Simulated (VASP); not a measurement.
Input of a VASP 6.6.1 run:

Contents of INCAR:

```
ALGO = Normal
EDIFF = 1E-7
ENCUT = 520
GGA = PE
ISIF = 2
ISMEAR = 0
LASPH = T
LCHARG = T
LELF = T
LREAL = F
LVACPOTAV = T
LVHAR = T
LWAVE = F
NELM = 100
PREC = Accurate
SIGMA = 0.01
```

The input KPOINTS:

```
k-points
0
Gamma
  1 1 1
```

The input POSCAR:

```
AlH3S
1.0
   13.0000000000      0.0000000000      0.0000000000
    0.0000000000     11.0000000000      0.0000000000
    0.0000000000      0.0000000000     12.0000000000
Al S H
1 1 3
Direct
    0.4573710000      0.4907060000      0.5048740000
    0.5883190000      0.4662270000      0.6125610000
    0.3511100000      0.4410650000      0.5517910000
    0.4644170000      0.5651760000      0.3947050000
    0.6514100000      0.5271800000      0.5414680000
```

Potentials or basis: VASP PAW PBE potentials, release 64 (Al, S, H).

Run with:

```console
$ cat potpaw_PBE.64/Al/POTCAR potpaw_PBE.64/S/POTCAR potpaw_PBE.64/H/POTCAR > POTCAR
$ mpirun -np 1 vasp_gam > vasp.out
```

Task: Estimate the gap between the frontier levels.

Result: 4.63 eV.

Task: Predict the largest force.

Result: 0.673 eV/Å.

Forces in eV/Å, atoms in the order of the input:
```
Al  -0.653 -0.004  0.159
S    0.569  0.046  0.076
H    0.024 -0.085 -0.022
H    0.131  0.161 -0.378
H   -0.071 -0.118  0.166
```
